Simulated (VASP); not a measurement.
Write the native input for VASP 6.6.1 that does the following.

| Quantity | Value |
| --- | --- |
| Task | single point |
| Functional | PBE0 |
| Potentials or basis | VASP PAW PBE potentials, release 64 (Al, W_sv) |
| Cutoff | 520 eV |
| k mesh | 3 × 3 × 3 |
| Occupations | fermi-dirac, width 0.0397 eV |
| Spin | no spin polarisation |
| Dipole correction | no |
| Exchange at q = 0 | truncated |
| Grid for exact exchange (PRECFOCK) | Normal |
| Further INCAR settings | ALGO = Normal; EDIFF = 1e-06; NBANDS = 30 |

AlW3:

```xyz
4
Lattice="0.0000 4.4183 0.0000 4.4183 0.0000 0.0000 2.2091 2.2091 -4.2807" Properties=species:S:1:pos:R:3 pbc="T T T"
Al    0.0000    0.0000    0.0000
W     2.2091    2.2091    0.0000
W     4.4183    2.2091   -2.1403
W     2.2091    4.4183   -2.1403
```

The cell was built by a generator and needn't be a form met in nature.

One way to write it, as run:

POSCAR

```
AlW3
1.0
    0.0000000000      4.4182770000      0.0000000000
    4.4182770000      0.0000000000      0.0000000000
    2.2091390000      2.2091390000     -4.2806750000
Al W
1 3
Direct
    0.0000000000      0.0000000000      0.0000000000
    0.5000000000      0.5000000000      0.0000000000
    0.2500000000      0.7500000000      0.5000000000
    0.7500000000      0.2500000000      0.5000000000
```

INCAR.step1

```
  PREC = Accurate
  ENCUT = 520
  EDIFF = 1E-5
  ISMEAR = -1
  SIGMA = 0.0397
  LREAL = False
  LASPH = True
  NELM = 60
  ALGO = Normal
  ISIF = 2
  LWAVE = True
  LCHARG = False
  NBANDS = 30
  GGA = PE
```

INCAR.step2

```
  PREC = Accurate
  ENCUT = 520
  EDIFF = 1E-6
  ISMEAR = -1
  SIGMA = 0.0397
  LREAL = False
  LASPH = True
  NELM = 60
  ALGO = Normal
  ISIF = 2
  LWAVE = False
  LCHARG = False
  GGA = PE
  LHFCALC = True
  AEXX = 0.25
  PRECFOCK = Normal
  HFRCUT = -1
  NBANDS = 30
  ISTART = 1
```

KPOINTS

```
Automatic mesh
0
Gamma
  3 3 3
```

Potentials or basis: VASP PAW PBE potentials, release 64 (Al, W_sv).

Command:

```console
$ cat potpaw_PBE.64/Al/POTCAR potpaw_PBE.64/W_sv/POTCAR > POTCAR
$ cp INCAR.step1 INCAR
$ mpirun -np 1 vasp_std > vasp.out
$ cp INCAR.step2 INCAR
$ mpirun -np 1 vasp_std > vasp.out
```

It gave:

- Pressure: -42.4 GPa
- Band gap on the k mesh: none (metal or under the smearing width)

Caveat: the k mesh is coarse (spacing up to 0.53 Å⁻¹), so the values aren't converged, least of all with exact exchange; a pressure of tens of GPa on the cell as given is suspect, and the run, the potentials or the cell itself is likely at fault; the PAW data sets were made with another functional, which shifts forces and pressure a little.

It took 16 min on 1 thread of AMD EPYC 9R45 (Zen 5), with other jobs on the host, peak memory 0.2 GiB.
